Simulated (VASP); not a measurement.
# Cl on W(110): which site?, part 4 of 7

Where does Cl sit on W(110), and how strongly does it bind?

VASP 6.6.1, plane waves and PAW; the level of theory is named at each step.

So far. Step 6 (Relaxing the atoms): The run ended after 3 ionic steps, 0.001 eV below its first step, once the forces on the free atoms met EDIFFG = -0.03. Step 6 (Relaxing the atoms): Energy at zero smearing: -3.82213 eV.

### Step 7. Relaxing the adsorbate, site ontop

This step: PBEsol, no spin polarisation; plane waves and PAW (W, Cl) (VASP 6.6.1).

System of this step: W12Cl (W(110)). The cell holds 13 atoms: 12 W and 1 Cl. Cell: a = 6.288 Å, b = 5.446 Å, c = 19.447 Å, α = 90.0°, β = 90.0°, γ = 54.7°. It derives from W. Cl over the ontop site of W(110). Vacuum lies along c.

The adsorbate starts over a high-symmetry site, and it relaxes with the upper layers within that symmetry.

File INCAR:

```
SYSTEM = W12Cl
PREC = Normal
ENCUT = 320
EDIFF = 1E-05
NELM = 120
ISMEAR = 1
SIGMA = 0.15
LREAL = Auto
ALGO = Fast
GGA = PS
NBANDS = 52
LASPH = .TRUE.
LORBIT = 11
LWAVE = .FALSE.
LCHARG = .FALSE.
KPAR = 2
NCORE = 2
IBRION = 2
NSW = 50
ISIF = 2
EDIFFG = -0.03
POTIM = 0.4
MAXMIX = 40
IDIPOL = 3
LDIPOL = .TRUE.
DIPOL = 0.5 0.5 0.512
```

File POSCAR:

```
W12Cl
1.0
    6.2883230688      0.0000000000      0.0000000000
    3.1441615344      4.4465158842      0.0000000000
    0.0000000000      0.0000000000     19.4465158842
W Cl
12 1
Selective dynamics
Direct
    0.0000000000      0.0000000000      0.3856732000  F F F
    0.5000000000      0.0000000000      0.3856732000  F F F
    0.0000000000      0.5000000000      0.3856732000  F F F
    0.5000000000      0.5000000000      0.3856732000  F F F
    0.7500000000      0.5000000000      0.4960352500  T T T
    0.2500000000      0.5000000000      0.4960352500  T T T
    0.7500000000      0.0000000000      0.4960352500  T T T
    0.2500000000      0.0000000000      0.4960352500  T T T
    0.0000000000      0.0000000000      0.6063704300  T T T
    0.5000000000      0.0000000000      0.6063704300  T T T
    0.0000000000      0.5000000000      0.6063704300  T T T
    0.5000000000      0.5000000000      0.6063704300  T T T
    0.0000000000      0.0000000000      0.7040743100  T T T
```

File KPOINTS:

```
Automatic mesh
0
Gamma
5 5 1
0 0 0
```

PAW data sets: W and Cl (PBE family, release 64).

On the command line:

```
$ mpirun -np 4 vasp_std
```

The program printed:

```text
[banner, memory and clock lines left out]
running    4 mpi-ranks, on    1 nodes
 distrk:  each k-point on    2 cores,    2 groups
 distr:  one band on    2 cores,    1 groups

 POSCAR found type information on POSCAR W Cl
 POSCAR found :  2 types and      13 ions
 [... a notice as in an earlier step ...]

 LDA part: xc-table for (Slater+PW92), standard interpolation
 POSCAR, INCAR and KPOINTS ok, starting setup
 FFT: planning ... GRIDC
 FFT: planning ... GRID_SOFT
 FFT: planning ... GRID
 WAVECAR not read
 entering main loop
       N       E                     dE             d eps       ncg     rms          rms(c)
DAV:   1     0.347986504220E+03    0.34799E+03   -0.23024E+04   936   0.822E+02
DAV:   2    -0.113209521331E+03   -0.46120E+03   -0.43943E+03  1328   0.221E+02
DAV:   3    -0.161967495866E+03   -0.48758E+02   -0.46838E+02  1080   0.742E+01
DAV:   4    -0.165532988425E+03   -0.35655E+01   -0.34989E+01  1520   0.172E+01
DAV:   5    -0.165635698486E+03   -0.10271E+00   -0.10222E+00  1472   0.321E+00    0.765E+01
RMM:   6    -0.159480011657E+03    0.61557E+01   -0.22360E+01   980   0.130E+01    0.367E+01
RMM:   7    -0.250778047237E+03   -0.91298E+02   -0.26217E+02  1538   0.336E+01    0.268E+01
RMM:   8    -0.154675095576E+03    0.96103E+02   -0.70025E+01  1247   0.216E+01    0.863E+00
RMM:   9    -0.155484624449E+03   -0.80953E+00   -0.12767E+01  1230   0.820E+00    0.569E+00
RMM:  10    -0.155444606610E+03    0.40018E-01   -0.21777E+00   973   0.462E+00    0.403E+00
RMM:  11    -0.155193305263E+03    0.25130E+00   -0.12086E+00  1288   0.270E+00    0.179E+00
RMM:  12    -0.155168870077E+03    0.24435E-01   -0.15590E-01  1044   0.115E+00    0.130E+00
RMM:  13    -0.155127270104E+03    0.41600E-01   -0.13171E-01  1159   0.809E-01    0.629E-01
RMM:  14    -0.155126345948E+03    0.92416E-03   -0.77844E-02  1318   0.526E-01    0.273E-01
RMM:  15    -0.155125281010E+03    0.10649E-02   -0.78114E-03  1008   0.265E-01    0.188E-01
RMM:  16    -0.155125701534E+03   -0.42052E-03   -0.44952E-03  1297   0.142E-01    0.105E-01
RMM:  17    -0.155125600870E+03    0.10066E-03   -0.14328E-03  1210   0.758E-02    0.350E-02
RMM:  18    -0.155125689089E+03   -0.88219E-04   -0.80354E-04  1186   0.627E-02    0.475E-02
RMM:  19    -0.155125674133E+03    0.14956E-04   -0.19517E-04  1093   0.350E-02    0.302E-02
RMM:  20    -0.155125681800E+03   -0.76671E-05   -0.81638E-05   887   0.241E-02
   1 F= -.15512568E+03 E0= -.15512102E+03  d E =-.155126E+03
 curvature:   0.00 expect dE= 0.000E+00 dE for cont linesearch  0.000E+00
 trial: gam= 0.00000 g(F)=  0.137E+02 g(S)=  0.000E+00 ort = 0.000E+00 (trialstep = 0.100E+01)
 search vector abs. value=  0.137E+02
 bond charge predicted
       N       E                     dE             d eps       ncg     rms          rms(c)
DAV:   1    -0.150898287364E+03    0.42274E+01   -0.10397E+03   936   0.968E+01    0.540E+01
RMM:   2    -0.195384115483E+03   -0.44486E+02   -0.13500E+02  1143   0.332E+01    0.343E+01
RMM:   3    -0.159413263614E+03    0.35971E+02   -0.35407E+01   996   0.203E+01    0.243E+01
RMM:   4    -0.155838751931E+03    0.35745E+01   -0.13091E+01  1143   0.108E+01    0.162E+01
RMM:   5    -0.155465792148E+03    0.37296E+00   -0.27702E+00  1216   0.464E+00    0.132E+01
RMM:   6    -0.155330888838E+03    0.13490E+00   -0.21943E+00  1134   0.344E+00    0.761E+00
RMM:   7    -0.155345277479E+03   -0.14389E-01   -0.73069E-01  1246   0.213E+00    0.633E+00
RMM:   8    -0.155332049271E+03    0.13228E-01   -0.24588E-01  1025   0.148E+00    0.274E+00
RMM:   9    -0.155375449463E+03   -0.43400E-01   -0.16634E-01  1169   0.106E+00    0.222E+00
RMM:  10    -0.155295367326E+03    0.80082E-01   -0.41527E-02   972   0.658E-01    0.165E+00
RMM:  11    -0.155276624738E+03    0.18743E-01   -0.27857E-02  1092   0.410E-01    0.135E+00
RMM:  12    -0.155261046168E+03    0.15579E-01   -0.27188E-02  1146   0.387E-01    0.900E-01
RMM:  13    -0.155251204983E+03    0.98412E-02   -0.30719E-02  1219   0.394E-01    0.341E-01
RMM:  14    -0.155249237934E+03    0.19670E-02   -0.96387E-03  1305   0.217E-01    0.136E-01
RMM:  15    -0.155248893428E+03    0.34451E-03   -0.49161E-03  1103   0.163E-01    0.158E-01
RMM:  16    -0.155248020323E+03    0.87310E-03   -0.11282E-03   961   0.116E-01    0.627E-02
RMM:  17    -0.155247849351E+03    0.17097E-03   -0.41694E-04  1152   0.507E-02    0.341E-02
RMM:  18    -0.155247901720E+03   -0.52369E-04   -0.13761E-04  1048   0.300E-02    0.412E-02
RMM:  19    -0.155247894479E+03    0.72413E-05   -0.52755E-05   779   0.201E-02
   2 F= -.15524789E+03 E0= -.15524515E+03  d E =-.122213E+00
[... from here on, the cycles between the ionic steps are left out ...]
   3 F= -.15706680E+03 E0= -.15706378E+03  d E =-.194111E+01
   4 F= -.15707266E+03 E0= -.15706997E+03  d E =-.194697E+01
   5 F= -.15707541E+03 E0= -.15707315E+03  d E =-.194973E+01
   6 F= -.15730128E+03 E0= -.15730051E+03  d E =-.225874E+00
   7 F= -.15738183E+03 E0= -.15737978E+03  d E =-.306421E+00
   8 F= -.15757299E+03 E0= -.15757047E+03  d E =-.191156E+00
   9 F= -.15767182E+03 E0= -.15767260E+03  d E =-.289990E+00
  10 F= -.15771279E+03 E0= -.15771251E+03  d E =-.409727E-01
  11 F= -.15772247E+03 E0= -.15772309E+03  d E =-.506508E-01
  12 F= -.15775623E+03 E0= -.15775802E+03  d E =-.337561E-01
  13 F= -.15775642E+03 E0= -.15775826E+03  d E =-.339502E-01
  14 F= -.15777026E+03 E0= -.15777200E+03  d E =-.138428E-01
  15 F= -.15777679E+03 E0= -.15777842E+03  d E =-.203723E-01
  16 F= -.15777694E+03 E0= -.15777855E+03  d E =-.205170E-01
  17 F= -.15778180E+03 E0= -.15778315E+03  d E =-.486359E-02
  18 F= -.15778185E+03 E0= -.15778319E+03  d E =-.491491E-02
  19 F= -.15778456E+03 E0= -.15778577E+03  d E =-.270724E-02
  20 F= -.15778530E+03 E0= -.15778643E+03  d E =-.344333E-02
  21 F= -.15778523E+03 E0= -.15778618E+03  d E =-.337983E-02
  22 F= -.15778552E+03 E0= -.15778657E+03  d E =-.366753E-02
 curvature:  -1.84 expect dE=-0.173E-02 dE for cont linesearch -0.417E-05
 trial: gam= 0.41568 g(F)=  0.941E-03 g(S)=  0.000E+00 ort = 0.887E-04 (trialstep = 0.193E+01)
 search vector abs. value=  0.161E-02
 bond charge predicted
       N       E                     dE             d eps       ncg     rms          rms(c)
DAV:   1    -0.157785512629E+03    0.45305E-05   -0.49535E-01   936   0.236E+00    0.306E-01
RMM:   2    -0.157786267826E+03   -0.75520E-03   -0.11974E-02   978   0.420E-01    0.199E-01
RMM:   3    -0.157786517784E+03   -0.24996E-03   -0.30394E-03  1182   0.176E-01    0.105E-01
RMM:   4    -0.157786599838E+03   -0.82054E-04   -0.92015E-04  1120   0.846E-02    0.239E-01
RMM:   5    -0.157786723489E+03   -0.12365E-03   -0.46013E-04   989   0.654E-02    0.149E-01
RMM:   6    -0.157786726693E+03   -0.32044E-05   -0.12787E-04  1014   0.365E-02    0.956E-02
RMM:   7    -0.157786670590E+03    0.56104E-04   -0.28139E-05   639   0.162E-02    0.755E-02
RMM:   8    -0.157786593124E+03    0.77466E-04   -0.91282E-05   785   0.216E-02    0.864E-02
RMM:   9    -0.157786544820E+03    0.48304E-04   -0.10637E-04   838   0.244E-02    0.129E-01
RMM:  10    -0.157786536721E+03    0.80997E-05   -0.12216E-04   881   0.262E-02    0.137E-01
RMM:  11    -0.157786536920E+03   -0.19961E-06   -0.71849E-06   566   0.106E-02
  23 F= -.15778654E+03 E0= -.15778764E+03  d E =-.101681E-02
 trial-energy change:   -0.001017  1 .order   -0.001056   -0.001883   -0.000228
 step:   2.1924(harm=  2.1924)  dis= 0.01139  next Energy=  -157.786592 (dE=-0.107E-02)
 reached required accuracy - stopping structural energy minimisation
```

Run time: 5.4 min. Hardware: 4 MPI ranks of AMD EPYC 7R43, shared host; peak memory 0.73 GiB; 19 min of CPU time.

OUTCAR, selected parts (step 7):

```text
   k-points           NKPTS =      9   k-points in BZ     NKDIM =      9   number of bands    NBANDS=     52

   NELECT =      79.0000    total number of electrons

 dipolmoment           0.000000      0.000000      0.032990 electrons x Angstroem

 E-fermi :  -0.2575

 k-point     1 :       0.0000    0.0000    0.0000
  band No.  band energies     occupation
    ...
     31      -1.5391      2.00000
     32      -1.2331      2.00000
     33      -0.8662      2.00000
     34      -0.4895      2.05103
     35      -0.3516      1.86426
     36      -0.1236     -0.02014
     37       0.0630     -0.01004
     38       0.2850     -0.00000
     39       0.3086     -0.00000
     40       0.7868     -0.00000
    ...

  Total      -19.2802693    -11.8444326     -0.6491911      0.0000000      0.0000000      0.0000000
  in kB      -56.8103130    -34.9002347     -1.9128753      0.0000000      0.0000000      0.0000000
  external PRESSURE =     -31.2078077 kB  Pullay stress =       0.0000000 kB

 POSITION                                       TOTAL-FORCE (eV/Angst)
 -----------------------------------------------------------------------------------
      0.00000      0.00000      7.50000        -0.000000      0.000000      0.264779
      3.14416      0.00000      7.50000        -0.000000      0.000000      0.169342
      1.57208      2.22326      7.50000        -0.000000      0.000000     -0.212647
      4.71624      2.22326      7.50000        -0.000000      0.000000     -0.212647
      6.28832      2.19508      9.66568        -0.000000     -0.008583     -0.019193
      3.14416      2.25144      9.66568        -0.000000      0.008583     -0.019193
      4.70661      0.00000      9.63055         0.021941     -0.000000      0.011903
      1.58171      0.00000      9.63055        -0.021941      0.000000      0.011903
      0.00000      0.00000     12.06032        -0.000000      0.000000      0.007374
      3.14416      0.00000     11.74634        -0.000000      0.000000      0.017236
      1.57208      2.22326     11.75957        -0.000000      0.000000     -0.021257
      4.71624      2.22326     11.75957        -0.000000      0.000000     -0.021257
      0.00000      0.00000     14.33289        -0.000000      0.000000      0.023657
 -----------------------------------------------------------------------------------
    total drift:                               -0.000012     -0.000018     -0.006860

  FREE ENERGIE OF THE ION-ELECTRON SYSTEM (eV)
  ---------------------------------------------------
  free  energy   TOTEN  =      -157.7865369202 eV

  energy  without entropy=     -157.7898452882  energy(sigma->0) =     -157.78763971

 vacuum level on the upper side and lower side of the slab         4.886         4.704

[... 7 parts as in an earlier step ...]

[... 10 further parts left out ...]
```

CONTCAR:

```
W12Cl
   1.00000000000000
     6.2883230687999996    0.0000000000000000    0.0000000000000000
     3.1441615343999998    4.4465158842000001    0.0000000000000000
     0.0000000000000000    0.0000000000000000   19.4465158842000001
  W               Cl
    12     1
Selective dynamics
Direct
     0.0000000000000000    0.0000000000000000    0.3856731999999994   F   F   F
     0.5000000000000000    0.0000000000000000    0.3856731999999994   F   F   F
     0.0000000000000000    0.5000000000000000    0.3856731999999994   F   F   F
     0.5000000000000000    0.5000000000000000    0.3856731999999994   F   F   F
     0.7531684887719895    0.4936630224560208    0.4970389836237239   T   T   T
     0.2468315112280104    0.5063369775439793    0.4970389836237239   T   T   T
     0.7484679967118846    0.0000000000000000    0.4952328729708014   T   T   T
     0.2515320032881156    0.0000000000000000    0.4952328729708014   T   T   T
     0.0000000000000000    0.0000000000000000    0.6201791641435247   T   T   T
     0.5000000000000000    0.0000000000000000    0.6040331838925472   T   T   T
     0.0000000000000000    0.5000000000000000    0.6047135770815616   T   T   T
     0.5000000000000000    0.5000000000000000    0.6047135770815616   T   T   T
     0.0000000000000000    0.0000000000000000    0.7370414912441864   T   T   T
```

Its electron count is odd, so without a moment it is a metal by construction.

Relaxation path (22 of 23):

| step | energy less that of the first step (eV) | largest force (eV/Å) |
| --- | --- | --- |
| 1 | 0.0000 | 14.7987 |
| 2 | -0.1222 | 8.5776 |
| 3 | -1.9411 | 2.6376 |
| 4 | -1.9470 | 2.3984 |
| 5 | -1.9497 | 2.0560 |
| 6 | -2.1756 | 1.1681 |
| 7 | -2.2561 | 1.1805 |
| 8 | -2.4473 | 0.9135 |
| 9 | -2.5461 | 1.0202 |
| 10 | -2.5871 | 0.7156 |
| 11 | -2.5968 | 0.5430 |
| 13 | -2.6307 | 0.3063 |
| 14 | -2.6446 | 0.1631 |
| 15 | -2.6511 | 0.1784 |
| 16 | -2.6513 | 0.1937 |
| 17 | -2.6561 | 0.1434 |
| 18 | -2.6562 | 0.1403 |
| 19 | -2.6589 | 0.0873 |
| 20 | -2.6596 | 0.0706 |
| 21 | -2.6595 | 0.0905 |
| 22 | -2.6598 | 0.0657 |
| 23 | -2.6609 | 0.0250 |

The atoms that moved most (Å):

| atom | dx | dy | dz | length |
| --- | --- | --- | --- | --- |
| Cl13 | 0.000 | 0.000 | 0.641 | 0.641 |
| W9 | 0.000 | 0.000 | 0.269 | 0.269 |
| W10 | 0.000 | 0.000 | -0.045 | 0.045 |
| W6 | 0.000 | 0.028 | 0.020 | 0.034 |
| W5 | 0.000 | -0.028 | 0.020 | 0.034 |
| W11 | 0.000 | 0.000 | -0.032 | 0.032 |
| W12 | 0.000 | 0.000 | -0.032 | 0.032 |
| W8 | 0.010 | 0.000 | -0.016 | 0.018 |

Final coordinates:

```cif
data_structure
_symmetry_space_group_name_H-M 'P 1'
_symmetry_Int_Tables_number 1
_cell_length_a 6.2883
_cell_length_b 5.4458
_cell_length_c 19.4465
_cell_angle_alpha 90.000
_cell_angle_beta 90.000
_cell_angle_gamma 54.736
_cell_volume 543.75
loop_
_atom_site_label
_atom_site_type_symbol
_atom_site_fract_x
_atom_site_fract_y
_atom_site_fract_z
_atom_site_occupancy
W1 W 0.00000 0.00000 0.38567 1
W2 W 0.50000 0.00000 0.38567 1
W3 W 0.00000 0.50000 0.38567 1
W4 W 0.50000 0.50000 0.38567 1
W5 W 0.75317 0.49366 0.49704 1
W6 W 0.24683 0.50634 0.49704 1
W7 W 0.74847 0.00000 0.49523 1
W8 W 0.25153 0.00000 0.49523 1
W9 W 0.00000 0.00000 0.62018 1
W10 W 0.50000 0.00000 0.60403 1
W11 W 0.00000 0.50000 0.60471 1
W12 W 0.50000 0.50000 0.60471 1
Cl13 Cl 0.00000 0.00000 0.73704 1
```

This step gave:

```
electronic cycles       : 219
electrons               : 79
free energy (TOTEN)     : -157.7865 eV
energy at zero smearing : -157.7876 eV
Fermi energy            : -0.2575 eV
dipole moment           : 0, 0, 0.03299 e·Å
```

The run ended after 23 ionic steps, 2.661 eV below its first step, once the forces on the free atoms met EDIFFG = -0.03.

VASP counts the dipole in electrons times Å, so a positive number points the physical dipole along −c.

(Part 4 of 7 ends here.)

[Lines on the potential files, build, host, timing and source positions are cut from VASP's logs without a mark.]

[Logs are printed without paths, hosts, clocks, repeated set-up lines and the standing remarks that a program may print on its own settings, such as how far it seeks lower states.]

[Hosts, paths, dates, database ids (printed as entryN), source tags and the programs' standing remarks are cut or masked in the printed files.]

[Runs that stopped without an error message from VASP are left out.]
